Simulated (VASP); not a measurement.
The system is OGaCl2H, in a box.

```
CELL_PARAMETERS angstrom
12.00000 0.00000 0.00000
0.00000 13.00000 0.00000
0.00000 0.00000 12.00000
ATOMIC_POSITIONS crystal
O 0.51845 0.59803 0.52741
Ga 0.50712 0.46348 0.51165
Cl 0.62225 0.36807 0.59506
Cl 0.37992 0.39873 0.41060
H 0.46265 0.63517 0.48642
```

Base run:

| Quantity | Value |
| --- | --- |
| Program | VASP 6.6.1 |
| Functional | BLYP |
| Dispersion | D3(BJ) |
| Potentials or basis | VASP PAW PBE potentials, release 64 (O, Ga_d, Cl, H) |
| Cutoff | 520 eV |
| k mesh | 1 × 1 × 1 |
| Occupations | gaussian, width 0.01 eV |
| Spin | no spin polarisation |

Its results: gap between the frontier levels 5.07 eV; largest force 0.844 eV/Å.

The run is repeated on the same cell with these changes: functional from BLYP to HSE06. What comes out?

Gap between the frontier levels 6.83 eV; largest force 0.280 eV/Å.

HSE06 gives the wider gap, since exact exchange removes part of the self-interaction.

Caveats: the PAW data sets were made with another functional, which shifts forces and pressure a little.

A k mesh can miss the band edges.

Not every run made on this cell is shown here.
